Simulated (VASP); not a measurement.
The input files of a VASP run:

**KPOINTS**
```
Automatic mesh
0
Gamma
7 5 9
0 0 0
```

### INCAR
```
# general
SYSTEM  = GeSe2
PREC    = Accurate
ENCUT   = 400
LREAL   = .FALSE.
LASPH   = .TRUE.

# electronic loop
EDIFF   = 1E-7
NELM    = 100
ALGO    = Normal
LMAXMIX = 4

# smearing
ISMEAR  = -5

# functional
GGA     = PS

# ions
ISIF    = 2

# output
LWAVE   = .FALSE.
LCHARG  = .TRUE.
LORBIT  = 11
NEDOS   = 601

# other
LEFG    = .TRUE.
```

File POSCAR:
```
GeSe2
1
    5.1308520970    -0.0000000000     0.0000000000
    0.0000000000     6.9727250776     0.0000000000
    0.0000000000     0.0000000000     3.9274934854
Ge Se
2 4
Direct
  1.0000000000   1.0000000000   0.0000000000
  0.5000000000   0.5000000000   0.5000000000
  0.1599379186   0.3699427064   0.0000000000
  0.6599379186   0.1300572936   0.5000000000
  0.3400620814   0.8699427064   0.5000000000
  0.8400620814   0.6300572936   1.0000000000
```

POTCAR, in this order: Ge_d Se (PBE.64 set). Program: vasp_std.

Problem. Write an equivalent input for Quantum ESPRESSO's pw.x.

Solution. One equivalent input (not run):
```
&CONTROL
  calculation = 'scf'
  pseudo_dir = './pseudo'
  outdir = './out'
  tprnfor = .true.
  tstress = .true.
/
&SYSTEM
  ibrav = 0
  nat = 6
  ntyp = 2
  ecutwfc = 86
  occupations = 'tetrahedra'
  input_dft = 'pbesol'
/
&ELECTRONS
  conv_thr = 7.3e-09
  electron_maxstep = 100
/
ATOMIC_SPECIES
  Ge 72.630 Ge.upf
  Se 78.971 Se.upf
CELL_PARAMETERS angstrom
     5.1308521   -0.0000000    0.0000000
     0.0000000    6.9727251    0.0000000
     0.0000000    0.0000000    3.9274935
ATOMIC_POSITIONS crystal
  Ge   1.0000000  1.0000000  0.0000000
  Ge   0.5000000  0.5000000  0.5000000
  Se   0.1599379  0.3699427  0.0000000
  Se   0.6599379  0.1300573  0.5000000
  Se   0.3400621  0.8699427  0.5000000
  Se   0.8400621  0.6300573  1.0000000
K_POINTS automatic
  7 5 9 0 0 0
```
The two are equivalent in intent, not identical: the potentials are each code's own (VASP's PAW set, PseudoDojo norm-conserving files in pw.x), so ENCUT and ecutwfc are chosen apart and not converted; conv_thr bounds pw.x's estimated SCF error, while EDIFF bounds the energy change between steps; the field gradients of LEFG aren't asked of the other code.

The structure was generated: GeSe2 was put into the marcasite type (Pnnm), which need not be its known phase. It was relaxed first, which changed the volume by +26 %.
